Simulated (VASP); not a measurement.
Given:

```
CELL_PARAMETERS angstrom
      3.30457     0.00000     0.00000
      0.00000     3.30457     0.00000
      0.00000     0.00000     3.30457
ATOMIC_POSITIONS crystal
  B  0.00000 0.00000 0.00000
  Bi 0.50000 0.50000 0.50000
```

All values below come from PBEsol GGA, VASP's PBE PAW potentials (set 64) (plane waves; VASP 6.6.1). Numerical set-up: 520 eV cut-off, Gaussian smearing of 0.050 eV, potentials B Bi_d.

**Question.** Give the energies of bands 7 to 12 at the high-symmetry points, in eV from the Fermi level.

**Answer.** 
| band | Γ | X | M | R |
|---|---|---|---|---|
| 7 | -2.21 | -8.75 | -5.59 | -3.95 |
| 8 | -0.73 | 2.10 | -5.59 | -2.36 |
| 9 | -0.73 | 2.11 | -5.25 | -2.36 |
| 10 | -0.73 | 2.11 | 2.51 | -2.36 |
| 11 | 5.75 | 2.62 | 5.55 | -1.25 |
| 12 | 5.75 | 3.57 | 5.55 | -1.25 |

It has no gap at this level: it comes out as a metal or semimetal.

The structure was generated: BBi was put into the CsCl type type (Pm-3m), which need not be its known phase. It was relaxed first, which changed the volume by +32 %. VASP warned that the highest band is occupied, so more bands are needed.
